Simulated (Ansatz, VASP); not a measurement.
# Si125GeC22 (amorphous Si0.85C0.15): VASP beside Ansatz, part 2 of 2

Aim: how closely do two programs agree when they are given the same cell, functional and k mesh? The structure shown is the start of the Ansatz relaxation below; VASP solves that cell, so the two are compared at the walk's first step.

VASP 6.6.1 and Ansatz 0.2.0.

So far: The starting structure; Ansatz: relaxation, PBE.

**3. VASP: single point, PBE, start cell**

Level of this step: PBE; plane waves and PAW (Si, Ge_d, C) (VASP).

The same cell, functional, mesh and smearing now go to VASP, with its own data sets.

Lines of VASP's logs that name or quote its potential files are left out, and so is its time.

INCAR

```
SYSTEM = Si125GeC22
PREC = Accurate
ENCUT = 520
EDIFF = 1E-06
NELM = 120
ISMEAR = 0
SIGMA = 0.025
LREAL = Auto
ALGO = Normal
GGA = PE
NBANDS = 404
LORBIT = 11
LWAVE = .FALSE.
LCHARG = .FALSE.
ISIF = 2
LASPH = .TRUE.
GGA_COMPAT = .FALSE.
EFERMI = MIDGAP
```

POSCAR

```
Si125GeC22
1.0
   13.5152000000      0.0000000000      0.0000000000
    0.0000000000     13.5152000000      0.0000000000
    0.0000000000      0.0000000000     13.5152000000
Si Ge C
125 1 22
Direct
    0.5557594412      0.1741372677      0.9744435894
    0.1775926364      0.9879617024      0.3103172724
    0.9589795194      0.8566206937      0.6389176631
[... 3 atom lines left out ...]
    0.8584112703      0.8895465846      0.4898632651
    0.6304679176      0.1367127383      0.4666005682
[... 5 atom lines left out ...]
    0.6448665207      0.7739064165      0.9480066888
[... 6 atom lines left out ...]
    0.5617378951      0.8485113058      0.4343405943
[... 2 atom lines left out ...]
    0.4188099325      0.5983929206      0.3194921274
    0.7787602107      0.6784583284      0.3978779448
[... 5 atom lines left out ...]
    0.9407407955      0.9650171659      0.1989019770
[... 9 atom lines left out ...]
    0.7705990292      0.6152998106      0.0965283533
    0.7363117083      0.9646472120      0.5965801468
[... 4 atom lines left out ...]
    0.5689963893      0.8714706405      0.6067094827
[... 1 atom line left out ...]
    0.8878299988      0.5566695276      0.3379010300
[... 12 atom lines left out ...]
    0.3643527288      0.9343479934      0.2333964721
[... 4 atom lines left out ...]
    0.9110778975      0.8130475317      0.2743207648
[... 5 atom lines left out ...]
    0.7220388895      0.8661063099      0.0761364982
    0.8152228602      0.0763732686      0.1497129158
[... 2 atom lines left out ...]
    0.4729193797      0.8214972771      0.1635269918
    0.5767210252      0.0279389132      0.0710089381
[... 1 atom line left out ...]
    0.5392964958      0.6713478158      0.4233973600
[... 1 atom line left out ...]
    0.8434503374      0.2340919853      0.3527731739
[... 2 atom lines left out ...]
    0.0635432698      0.7524564934      0.3317597964
[... 3 atom lines left out ...]
    0.9541627205      0.0324523499      0.4530824553
    0.7639102640      0.6105422043      0.5551601160
    0.8612599148      0.7650201255      0.1084630638
[... 8 atom lines left out ...]
    0.8504424648      0.1566532497      0.5091008642
[... 2 atom lines left out ...]
    0.6742482538      0.0693589440      0.3159331715
    0.0285678347      0.0710681307      0.3016381556
[... 5 atom lines left out ...]
    0.4768482893      0.0859698710      0.5557520421
[... 7 atom lines left out ...]
    0.8162883272      0.7403812004      0.6913031254
[... 2 atom lines left out ...]
    0.6384293240      0.7886231798      0.2054427607
[... 1 atom line left out ...]
    0.5295667101      0.0980599621      0.2242808098
    0.4447510951      0.9842103705      0.4077187167
    0.3983588848      0.8129883391      0.3581966971
    0.6985468214      0.8883775305      0.3342088907
    0.7206774595      0.0065185865      0.0650822777
    0.6704599266      0.6529981058      0.1948324849
    0.6941073754      0.6974295608      0.6290324967
[... 1 atom line left out ...]
    0.6559799337      0.6220477684      0.3713818515
[... 2 atom lines left out ...]
    0.5253788327      0.7459823014      0.6752027347
[... 1 atom line left out ...]
    0.7294823606      0.1065097076      0.5627293714
    0.8128033621      0.8150600805      0.3782925891
[... 1 atom line left out ...]
    0.4152509767      0.0516899491      0.2879498639
    0.6501272641      0.5827512726      0.2703400616
[... 2 atom lines left out ...]
    0.4706922576      0.9689386765      0.6394725938
[... 3 atom lines left out ...]
    0.7629187877      0.1643186930      0.2517017876
    0.9835592518      0.2775615603      0.1480333254
```

KPOINTS

```
Automatic mesh
0
Gamma
1 1 1
0 0 0
```

Potentials, in the order of the species: Si, Ge_d and C (PBE family, release 64).

Run with:

```
> export OMP_NUM_THREADS=3
> mpirun -np 1 vasp_gam
```

Numbers of over 12 decimals in the logs are rounded to 6 here.

The log of the run:

```text
[banner, memory and clock lines left out]
running    1 mpi-ranks, on    1 nodes
[...]
Offloading initialized ...    1 GPUs detected
[...]
LDA part: xc-table for (Slater+PW92), standard interpolation
 POSCAR, INCAR and KPOINTS ok, starting setup
[...]
entering main loop
       N       E                     dE             d eps       ncg     rms          rms(c)
DAV:   1     0.368642787451E+04    0.36864E+04   -0.26747E+05   808   0.143E+03
DAV:   2    -0.293833887802E+03   -0.39803E+04   -0.37070E+04   984   0.264E+02
DAV:   3    -0.842027971290E+03   -0.54819E+03   -0.52174E+03  1012   0.106E+02
DAV:   4    -0.875919534029E+03   -0.33892E+02   -0.33235E+02  1016   0.289E+01
[...]
DAV:  16    -0.833580475733E+03    0.10973E-05   -0.11457E-04  1032   0.186E-02    0.232E-02
DAV:  17    -0.833580488134E+03   -0.12400E-04   -0.10991E-04  1008   0.128E-02    0.113E-02
DAV:  18    -0.833580488143E+03   -0.97534E-08   -0.85005E-06   952   0.527E-03
   1 F= -.83358049E+03 E0= -.83358049E+03  d E =-.170225E-05
```

Parts of OUTCAR (step 3):

```text
  Total        5.5498927     43.1017760     40.1682772    -22.1698179    -10.4320249     -9.0832635
  in kB        3.6018676     27.9729531     26.0691192    -14.3881606     -6.7703601     -5.8950170
  external PRESSURE =      19.2146466 kB  Pullay stress =       0.0000000 kB

 POSITION                                       TOTAL-FORCE (eV/Angst)
 -----------------------------------------------------------------------------------
      7.51120      2.35350     13.16980         0.005003     -0.004813     -0.005110
      2.40020     13.35250      4.19400        -0.002754      0.006275      0.011254
[...]
9.75850     11.70560      1.02900        -0.009101     -0.024516     -0.011214
     11.01790      1.03220      2.02340         0.026831      0.001033     -0.013816
      0.68390     12.15410      0.93940        -0.015530      0.008080     -0.005190
      4.27450      1.89080      6.96530        -0.005230      0.000023      0.005845
      6.39160     11.10270      2.21010        -0.012103     -0.003191      0.002212
      7.79450      0.37760      0.95970        -0.012896      0.009753     -0.006506
      8.23980      5.01220      7.43340         0.003867      0.003914      0.001417
      7.28870      9.07340      5.72230        -0.006218      0.009392      0.004068
      6.99300     11.76170     11.90120        -0.005067      0.009271     -0.000366
     11.39940      3.16380      4.76780         0.005756      0.006417      0.006278
     10.21860      0.50600     12.58680         0.005734     -0.005032     -0.006182
[...]
-----------------------------------------------------------------------------------
    total drift:                                0.027668      0.018654     -0.017676

  FREE ENERGIE OF THE ION-ELECTRON SYSTEM (eV)
  ---------------------------------------------------
  free  energy   TOTEN  =      -833.5804881433 eV

  energy  without entropy=     -833.5804864411  energy(sigma->0) =     -833.58048729

[... 3 further parts left out ...]
[key lines of the parts left out:]
E-fermi :   7.0712
```

The run ends at a pressure of 1.92 GPa, with forces up to 1.4 eV/Å.

**4. Differences**

Known differences besides the potentials themselves: the cutoff is 420 eV in Ansatz and 520 eV in VASP (PREC = Accurate, projectors in real space). Total energies have different zeros and are not compared.

Forces on 10 of the 148 atoms, those with the largest forces and the largest differences (eV/Å; atoms numbered as in POSCAR):

| atom | Ansatz x, y, z | VASP x, y, z |
| --- | --- | --- |
| Si7 | 0.068, -0.047, 0.041 | 0.072, -0.040, 0.044 |
| Si21 | -0.475, -0.132, 0.341 | -0.475, -0.134, 0.339 |
| Si25 | 0.053, -0.032, 0.020 | 0.060, -0.043, 0.028 |
| Si103 | -0.088, 0.438, -0.038 | -0.098, 0.437, -0.038 |
| Si121 | -0.201, -0.349, -0.472 | -0.205, -0.339, -0.477 |
| Ge126 | -0.542, 0.866, -0.415 | -0.537, 0.854, -0.409 |
| C128 | -0.010, 0.022, 0.024 | -0.001, 0.063, -0.019 |
| C129 | -0.003, -0.033, 0.029 | 0.035, -0.035, 0.004 |
| C132 | -0.019, 0.013, 0.010 | -0.041, -0.023, -0.021 |
| C137 | 1.122, -0.709, 0.461 | 1.106, -0.703, 0.458 |

The forces differ by 7.2 meV/Å r.m.s., which is 7.5 % of the r.m.s. force of 0.096 eV/Å (both taken over all components).

**5. Outcome**

```json
{
  "r.m.s. force difference (single point, PBE, start cell)": "7.2 meV/Å"
}
```

What this shows: The r.m.s. force difference is 7.2 meV/Å (single point, PBE, start cell), within the 12 meV/Å picked in this series as the mark of a large difference. 1 further run of this series is not shown here. Such differences can come from data sets, numerical settings and the points named under the comparisons, not from the functional's error against experiment.

[Lines on the potential files, build, host, timing and source positions are cut from VASP's logs without a mark.]

[Logs are printed without paths, hosts, clocks, repeated set-up lines and the standing remarks that a program may print on its own settings, such as how far it seeks lower states.]

[Hosts, paths, dates, database ids (printed as entryN), source tags and the programs' standing remarks are cut or masked in the printed files.]
